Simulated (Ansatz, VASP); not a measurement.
# Cross-check of Ti (Titanium) between VASP and Ansatz, part 2 of 2

Wanted: the spread between two codes on one cell, functional and k mesh. Of the first pair: The two relaxations start from unlike cells of this crystal (the structure described is Ansatz's start), so only their ends are compared.

VASP 6.6.1 and Ansatz 0.2.0.

So far: The structure; Ansatz: relaxation of cell and atoms, PBEsol; VASP: relaxation of cell and atoms, PBEsol; Comparison; Ansatz: relaxation of cell and atoms, LDA.

## Step 6: VASP: relaxation of cell and atoms, LDA

Level of this step: LDA; plane waves and PAW (Ti_sv) (VASP).

Its own start cell and the same functional (in two slightly different forms), mesh and smearing now go to VASP, with its own data sets.

The input, INCAR:

```
SYSTEM = Ti
PREC = Accurate
ENCUT = 500
EDIFF = 1E-07
NELM = 120
ISMEAR = 1
SIGMA = 0.2
LREAL = .FALSE.
ALGO = Normal
GGA = PW92
NBANDS = 18
LASPH = .TRUE.
LORBIT = 11
LWAVE = .FALSE.
LCHARG = .FALSE.
ISIF = 3
IBRION = 2
NSW = 80
EDIFFG = -0.005
GGA_COMPAT = .FALSE.
NELMIN = 4
KPAR = 2
```

The input, POSCAR:

```
Ti
1.0
    2.8613833419      0.0000000148      0.0000000000
   -1.4306921453      2.4780304672      0.0000000000
    0.0000000000      0.0000000000      4.5312638381
Ti
2
Direct
    0.3333335124      0.6666667977      0.2500000000
    0.6666668281      0.3333332023      0.7500000000
```

The input, KPOINTS:

```
Automatic mesh
0
Gamma
12 12 6
0 0 0
```

The projector-augmented-wave data sets are Ti_sv (LDA family, release 64).

On the command line:

```sh
mpirun -np 2 vasp_std
```

Numbers of over 12 decimals in the logs are rounded to 6 here.

Output:

```text
[banner, memory and clock lines left out]
running    2 mpi-ranks, on    1 nodes
[...]
[... a notice as in an earlier step ...]

 LDA part: xc-table for (Slater(with rela. corr.)+PW92), standard interpolation
 POSCAR, INCAR and KPOINTS ok, starting setup
[...]
entering main loop
       N       E                     dE             d eps       ncg     rms          rms(c)
DAV:   1     0.254778187581E+03    0.25478E+03   -0.12930E+04  2736   0.165E+03
DAV:   2     0.101881031375E+02   -0.24459E+03   -0.24142E+03  2794   0.452E+02
DAV:   3    -0.178354907465E+02   -0.28024E+02   -0.27688E+02  5128   0.125E+02
DAV:   4    -0.189249629699E+02   -0.10895E+01   -0.10876E+01  3144   0.255E+01
[...]
DAV:  13    -0.170745169077E+02    0.43249E-06   -0.22589E-06  3776   0.112E-02    0.354E-03
DAV:  14    -0.170745172388E+02   -0.33112E-06   -0.74636E-07  2858   0.812E-03    0.149E-03
DAV:  15    -0.170745172020E+02    0.36777E-07   -0.57791E-08  1676   0.179E-03
   1 F= -.17074517E+02 E0= -.17075617E+02  d E =-.170745E+02
[...]
DAV:   7    -0.170745176130E+02   -0.24037E-06   -0.65370E-07  3248   0.528E-03    0.576E-04
DAV:   8    -0.170745176400E+02   -0.26966E-07   -0.54996E-08  1438   0.175E-03
   2 F= -.17074518E+02 E0= -.17075615E+02  d E =-.437917E-06
 trial-energy change:   -0.000000  1 .order   -0.000001   -0.000014    0.000012
 step:   0.5054(harm=  0.5390)  dis= 0.00000  next Energy=   -17.074521 (dE=-0.351E-05)
[...]
N       E                     dE             d eps       ncg     rms          rms(c)
DAV:   1    -0.170746065041E+02   -0.88891E-04   -0.20700E-03  4308   0.564E-01    0.813E-02
DAV:   2    -0.170745192398E+02    0.87264E-04   -0.36018E-04  3548   0.206E-01    0.217E-02
DAV:   3    -0.170745163067E+02    0.29331E-05   -0.63628E-05  3864   0.491E-02    0.777E-03
DAV:   4    -0.170745184824E+02   -0.21756E-05   -0.94157E-06  3602   0.213E-02    0.332E-03
DAV:   5    -0.170745201223E+02   -0.16400E-05   -0.34712E-06  3632   0.113E-02    0.438E-03
DAV:   6    -0.170745206088E+02   -0.48651E-06   -0.11433E-06  3434   0.821E-03    0.108E-03
DAV:   7    -0.170745206622E+02   -0.53353E-07   -0.15422E-07  2022   0.270E-03
   3 F= -.17074521E+02 E0= -.17075619E+02  d E =-.346015E-05
[...]
reached required accuracy - stopping structural energy minimisation
```

From OUTCAR (step 6):

```text
  Total        0.0024511      0.0024511     -0.0009779     -0.0000000      0.0000000      0.0000000
  in kB        0.1222903      0.1222903     -0.0487893     -0.0000000      0.0000000      0.0000000
  external PRESSURE =       0.0652638 kB  Pullay stress =       0.0000000 kB

 POSITION                                       TOTAL-FORCE (eV/Angst)
 -----------------------------------------------------------------------------------
      0.00000      1.65178      1.13257        -0.000000     -0.000000      0.000000
      1.43049      0.82589      3.39772         0.000000      0.000000      0.000000
 -----------------------------------------------------------------------------------
    total drift:                               -0.001316      0.000169     -0.000145

  FREE ENERGIE OF THE ION-ELECTRON SYSTEM (eV)
  ---------------------------------------------------
  free  energy   TOTEN  =       -17.0745206622 eV

  energy  without entropy=      -17.0778158187  energy(sigma->0) =      -17.07561905

[... 2 parts as in an earlier step ...]

[... 2 further parts left out ...]
[key lines of the parts left out:]
E-fermi :   8.9658
```

## Step 7: Side by side

What differs besides the data sets and the points named for the pairs above, as far as they apply: VASP's log shows a relativistic correction to its local exchange, Ansatz's none. Total energies have different zeros and are not compared.

Both answers:

```csv
quantity,Ansatz,VASP,difference
volume (Å³),32.20,32.11,+0.27 %
"edge a after relaxation, in the typed setting (Å)",2.864,2.861,+0.10 %
"edge c after relaxation, in the typed setting (Å)",4.533,4.530,+0.06 %
```

## Step 8: Ansatz: relaxation of cell and atoms, r2SCAN

The relaxed volume is the usual yardstick between codes: in a stiff, nearly cubic crystal its relative difference is about their pressure difference at one cell divided by the bulk modulus.

The cell is taken from a series of runs on this material, whose earlier steps may have relaxed, scaled, displaced or heated it; both programs get it as it stands.

The input, input.yaml:

```yaml
crystal:
  lattice:
    - [2.9366970515, 0.0, 0.0]
    - [-1.4683485258, 2.5432542498, 0.0]
    - [0.0, 0.0, 4.656919804]
  atoms:
    - { symbol: Ti, position: [0.3333333333, 0.6666666667, 0.25] }
    - { symbol: Ti, position: [0.6666666667, 0.3333333333, 0.75] }
kpoints:
  mp_grid: { grid: [12, 12, 6] }
hamiltonian:
  xc: r2scan
scf:
  occupations: { method: methfessel_paxton, width: 0.2 }
output:
  forces: true
  stress: true
  eigenvalues: true
relax:
  adjacent_minimum: "off"
  f_tol: 0.001
  max_steps: 60
  cell: { stress_tol: 0.01 }
```

On the command line:

```sh
ansatz run input.yaml --threads 4 --pin off --max-ram 10240MiB --backend cpu --events-out ev --progress --plain --runs-dir out
```

Output:

```text
[...]
Crystal: 2 atoms, lattice volume = 34.781 Å³
Basis set: ecut = 500 eV, 881 PW (Γ), exchange–correlation on 96×96×144 points (64 copies of the dense FFT grid, shifted against one another)
Bands: 16, of which v1, the nominal top of the filled ones, is band 12 counted from 1 (11 counted from 0)
Symmetry: 24 space group operations
[...]
k-points: 76 of 864
[...]
k-point 75: bands = [... 8 lower, 12.1158, 12.1158, 12.3792, 12.3792, 13.1275, 13.1275, 15.3196, 15.3196]
--- Relaxed structure (5 steps of the walk, 4 accepted, 1 SCFs on fresh bases) ---
[...]
cell:  # Å, volume = 34.6146 Å³
    - [2.933952, 2.8840468974144156e-11, 0.0]
    - [-1.466976, 2.540877, 0.0]
    - [0.0, 0.0, 4.643252]
  atoms:
    - { symbol: Ti, position: [0.333333, 0.666667, 0.250000] }
    - { symbol: Ti, position: [0.666667, 0.333333, 0.750000] }
[key lines of the parts left out:]
SCF converged after 6 iterations
Free energy (F): -5008.737780 eV
Fermi energy:    13.491710 eV
P = ⅓ Tr σ = -0.0030 GPa (-0.030 kbar)
```

## Step 9: VASP: relaxation of cell and atoms, r2SCAN

The same cell, functional, mesh and smearing now go to VASP, with its own data sets.

The input, INCAR:

```
SYSTEM = Ti
PREC = Accurate
ENCUT = 550
EDIFF = 1E-07
NELM = 120
ISMEAR = 1
SIGMA = 0.2
LREAL = .FALSE.
ALGO = Normal
METAGGA = R2SCAN
LASPH = .TRUE.
NBANDS = 18
LORBIT = 11
LWAVE = .FALSE.
LCHARG = .FALSE.
ISIF = 3
IBRION = 2
NSW = 80
EDIFFG = -0.005
GGA_COMPAT = .FALSE.
NELMIN = 4
LMIXTAU = .TRUE.
KPAR = 2
```

The input, POSCAR:

```
Ti
1.0
    2.9366970000      0.0000000000      0.0000000000
   -1.4683490000      2.5432540000      0.0000000000
    0.0000000000      0.0000000000      4.6569200000
Ti
2
Direct
    0.3333335124      0.6666667977      0.2500000000
    0.6666668281      0.3333332023      0.7500000000
```

KPOINTS is that of step 6.

The projector-augmented-wave data sets are Ti_sv (PBE family, release 64).

On the command line:

```sh
mpirun -np 2 vasp_std
```

Output:

```text
[banner, memory and clock lines left out]
running    2 mpi-ranks, on    1 nodes
[...]
[... a notice as in an earlier step ...]

 LDA part: xc-table for (None), standard interpolation
 POSCAR, INCAR and KPOINTS ok, starting setup
[...]
entering main loop
       N       E                     dE             d eps       ncg     rms          rms(c)
DAV:   1     0.261756853653E+03    0.26176E+03   -0.13938E+04  2744   0.176E+03
DAV:   2    -0.846150237537E+00   -0.26260E+03   -0.25924E+03  2798   0.484E+02
DAV:   3    -0.331404712472E+02   -0.32294E+02   -0.31971E+02  5228   0.136E+02
DAV:   4    -0.345310311516E+02   -0.13906E+01   -0.13898E+01  3108   0.309E+01
[...]
DAV:  19    -0.258995389761E+02   -0.57760E-06   -0.60581E-08  1508   0.299E-03    0.129E-03
DAV:  20    -0.258995377428E+02    0.12334E-05   -0.79495E-08  1514   0.303E-03    0.760E-04
DAV:  21    -0.258995377861E+02   -0.43326E-07   -0.50449E-08  1484   0.190E-03
   1 F= -.25899538E+02 E0= -.25900863E+02  d E =-.258995E+02
[... from here on, the cycles between the ionic steps are left out ...]
   2 F= -.25899570E+02 E0= -.25900828E+02  d E =-.320954E-04
   3 F= -.25899581E+02 E0= -.25900863E+02  d E =-.433229E-04
   4 F= -.25899581E+02 E0= -.25900861E+02  d E =-.432746E-04
   5 F= -.25899593E+02 E0= -.25900841E+02  d E =-.123791E-04
 trial-energy change:   -0.000012  1 .order   -0.000012   -0.000021   -0.000004
 step:   1.1549(harm=  1.1549)  dis= 0.00000  next Energy=   -25.899594 (dE=-0.130E-04)
 reached required accuracy - stopping structural energy minimisation
```

Parts of OUTCAR (step 9):

```text
  Total        0.0042799      0.0042799     -0.0011304     -0.0000000     -0.0000000      0.0000000
  in kB        0.1974235      0.1974234     -0.0521404     -0.0000000     -0.0000000      0.0000000
  external PRESSURE =       0.1142355 kB  Pullay stress =       0.0000000 kB

 POSITION                                       TOTAL-FORCE (eV/Angst)
 -----------------------------------------------------------------------------------
      0.00000      1.69574      1.16231        -0.000000      0.000000      0.000000
      1.46855      0.84787      3.48692         0.000000     -0.000000      0.000000
 -----------------------------------------------------------------------------------
    total drift:                               -0.001363      0.000173     -0.000148

  FREE ENERGIE OF THE ION-ELECTRON SYSTEM (eV)
  ---------------------------------------------------
  free  energy   TOTEN  =       -25.8995934398 eV

  energy  without entropy=      -25.9033364409  energy(sigma->0) =      -25.90084111

[... 2 parts as in an earlier step ...]

[... 2 further parts left out ...]
[key lines of the parts left out:]
E-fermi :   8.4203
```

## Step 10: Side by side

What differs besides the data sets and the points named for the pairs above, as far as they apply: VASP keeps PBE cores, Ansatz makes them for the functional; the cutoff is 500 eV in Ansatz and 550 eV in VASP; in our runs with r2SCAN, forces from VASP's data set Ti_sv part from Ansatz's all-electron ones, so neither program is the reference here. Total energies have different zeros and are not compared.

Both answers:

```csv
quantity,Ansatz,VASP,difference
volume (Å³),34.61,34.73,-0.34 %
"edge a after relaxation, in the typed setting (Å)",2.934,2.937,-0.11 %
"edge c after relaxation, in the typed setting (Å)",4.643,4.649,-0.13 %
```

## Step 11: Summary of results

```yaml
difference_in_volume_relaxation_of_cell_and_atoms_pbesol: 0.31 %
difference_in_volume_relaxation_of_cell_and_atoms_lda: 0.27 %
difference_in_volume_relaxation_of_cell_and_atoms_r2scan: -0.34 %
```

What this shows: The difference in volume is -0.34 % (relaxation of cell and atoms, r2SCAN), within the 1.2 % picked in this series as the mark of a large difference, as far as the stopping tolerances let one tell. How closely two codes agree says nothing of how well the functional describes the real material.

[Lines on the potential files, build, host, timing and source positions are cut from VASP's logs without a mark.]

[Logs are printed without paths, hosts, clocks, repeated set-up lines and the standing remarks that a program may print on its own settings, such as how far it seeks lower states.]

[Hosts, paths, dates, database ids (printed as entryN), source tags and the programs' standing remarks are cut or masked in the printed files.]
